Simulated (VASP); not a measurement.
Input for VASP

INCAR:
```
# general
SYSTEM  = Co
PREC    = Accurate
ENCUT   = 500
LREAL   = .FALSE.
LASPH   = .TRUE.

# electronic loop
EDIFF   = 1E-6
NELM    = 100
ALGO    = Normal
LMAXMIX = 4

# smearing
ISMEAR  = 1
SIGMA   = 0.1

# spin
ISPIN   = 2
MAGMOM  = 1.5 1.5

# ions
IBRION  = 2
NSW     = 40
ISIF    = 3
EDIFFG  = -0.02
PSTRESS = 300

# output
LWAVE   = .FALSE.
LCHARG  = .FALSE.
LORBIT  = 10
```

### POSCAR
```
Co
1.0
  1.1877057473  -2.0571669218   0.0000000000
  1.1877057473   2.0571669218   0.0000000000
  0.0000000000   0.0000000000   3.8295576332
Co
2
direct
  0.3333330000   0.6666670000   0.2500000000
  0.6666670000   0.3333330000   0.7500000000
```

**KPOINTS**
```
Regular mesh
0
Gamma
 17 17 10
```

POTCAR, in this order: Co (LDA.64 set). Program: vasp_std.

**Question.** Write an equivalent input for Quantum ESPRESSO's pw.x.

**Answer.** One equivalent input (not run):
```
&CONTROL
  calculation = 'vc-relax'
  pseudo_dir = './pseudo'
  outdir = './out'
  tprnfor = .true.
  tstress = .true.
  nstep = 40
  forc_conv_thr = 0.00078
/
&SYSTEM
  ibrav = 0
  nat = 2
  ntyp = 1
  ecutwfc = 96
  occupations = 'smearing'
  smearing = 'methfessel-paxton'
  degauss = 0.00735
  input_dft = 'pz'
  nspin = 2
  starting_magnetization(1) = 0.15
/
&ELECTRONS
  conv_thr = 7.3e-08
  electron_maxstep = 100
/
&IONS
/
&CELL
  press = 300
/
ATOMIC_SPECIES
  Co 58.933 Co.upf
CELL_PARAMETERS angstrom
     1.1877057   -2.0571669    0.0000000
     1.1877057    2.0571669    0.0000000
     0.0000000    0.0000000    3.8295576
ATOMIC_POSITIONS crystal
  Co   0.3333330  0.6666670  0.2500000
  Co   0.6666670  0.3333330  0.7500000
K_POINTS automatic
  17 17 10 0 0 0
```
The two are equivalent in intent, not identical: the potentials are each code's own (VASP's PAW set, PseudoDojo norm-conserving files in pw.x), so ENCUT and ecutwfc are chosen apart and not converted; conv_thr bounds pw.x's estimated SCF error, while EDIFF bounds the energy change between steps; starting_magnetization is a fraction of the valence charge and MAGMOM a moment in μB, so they match only roughly; forc_conv_thr acts on force components and is met together with etot_conv_thr.

The compound is Co in the hcp structure. This run relaxes it under an external pressure of 30 GPa. Symmetry was kept, so distortions that lower it aren't found.
